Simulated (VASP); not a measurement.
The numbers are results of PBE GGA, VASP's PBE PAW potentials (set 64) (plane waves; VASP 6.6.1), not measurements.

A VASP calculation is set up with these files.

### POSCAR
```
Se
1.0
  2.2316450000  -3.8457880000   0.0000000000
  2.2316450000   3.8457880000   0.0000000000
  0.0000000000   0.0000000000   5.0809300000
Se
3
Cart
  0.5021201250   0.8653023000   3.3872883603
  3.4590497500  -0.0000000000   0.0000000000
  0.5957822657  -0.8653023000   1.6936416397
```

INCAR:
```
# general
SYSTEM   = Se
PREC     = Accurate
ENCUT    = 400
LREAL    = F
LASPH    = T
KSPACING = 0.35
KGAMMA   = F

# electronic loop
EDIFF    = 1E-6
NELM     = 100
ALGO     = Normal
LMAXMIX  = 4

# smearing
ISMEAR   = 0
SIGMA    = 0.05

# functional
GGA      = PE

# ions
ISIF     = 2

# output
LWAVE    = F
LCHARG   = F
```

POTCAR, in this order: Se (PBE.64 set). Program: vasp_std.

What VASP printed:

OSZICAR:
```
       N       E                     dE             d eps       ncg     rms          rms(c)
DAV:   1     0.765557167947E+02    0.76556E+02   -0.62801E+03  1300   0.924E+02
DAV:   2    -0.517934045838E+01   -0.81735E+02   -0.78661E+02  1728   0.162E+02
DAV:   3    -0.105136637754E+02   -0.53343E+01   -0.53064E+01  1535   0.485E+01
DAV:   4    -0.105631691510E+02   -0.49505E-01   -0.49470E-01  1550   0.552E+00
DAV:   5    -0.105636042580E+02   -0.43511E-03   -0.43509E-03  1590   0.512E-01    0.615E+00
DAV:   6    -0.105027998105E+02    0.60804E-01   -0.39783E-02  1440   0.146E+00    0.380E+00
DAV:   7    -0.104824221037E+02    0.20378E-01   -0.77794E-02  1405   0.203E+00    0.191E-01
DAV:   8    -0.104818741296E+02    0.54797E-03   -0.96119E-03  1365   0.688E-01    0.957E-02
DAV:   9    -0.104820050982E+02   -0.13097E-03   -0.29202E-04  1680   0.131E-01    0.310E-02
DAV:  10    -0.104820430455E+02   -0.37947E-04   -0.50148E-05  1385   0.547E-02    0.681E-03
DAV:  11    -0.104820460068E+02   -0.29613E-05   -0.57205E-06  1500   0.164E-02    0.415E-03
DAV:  12    -0.104820463989E+02   -0.39212E-06   -0.15040E-06   960   0.909E-03
   1 F= -.10482046E+02 E0= -.10482046E+02  d E =-.665974E-15
```

**OUTCAR**
```
------------------------ aborting loop because EDIFF is reached ----------------------------------------
  FORCE on cell =-STRESS in cart. coord.  units (eV):
  Direction    XX          YY          ZZ          XY          YZ          ZX
  --------------------------------------------------------------------------------------
  Total       -0.8631555     -0.4882085     -0.8629256      0.2559613      0.1511579     -0.2289430
  in kB      -15.8568155     -8.9687562    -15.8525918      4.7022008      2.7768842     -4.2058545
  external PRESSURE =     -13.5593878 kB  Pullay stress =       0.0000000 kB
  volume of cell :       87.21
      direct lattice vectors                 reciprocal lattice vectors
     2.231645000 -3.845788000  0.000000000     0.224049972 -0.130012367  0.000000000
     2.231645000  3.845788000  0.000000000     0.224049972  0.130012367  0.000000000
     0.000000000  0.000000000  5.080930000     0.000000000  0.000000000  0.196814363
 POSITION                                       TOTAL-FORCE (eV/Angst)
 -----------------------------------------------------------------------------------
      0.50212      0.86530      3.38729        -0.035919     -0.188681      0.007805
      3.45905      0.00000      0.00000         0.474177     -0.079418      0.078041
      0.59578     -0.86530      1.69364        -0.438257      0.268099     -0.085847
 -----------------------------------------------------------------------------------
    total drift:                                0.000052     -0.000040      0.000047
  FREE ENERGIE OF THE ION-ELECTRON SYSTEM (eV)
  ---------------------------------------------------
  free  energy   TOTEN  =       -10.4820463989 eV

  energy  without entropy=      -10.4820463989  energy(sigma->0) =      -10.48204640
```
(Selected blocks of OUTCAR.)

The compound is Se in the trig structure. The cell was not relaxed at this level, atoms are displaced from their ideal sites. The run is one of a series of settings (KGAMMA = .FALSE., KSPACING = 0.35, KPOINTS file removed against the base run), some of them coarse on purpose.
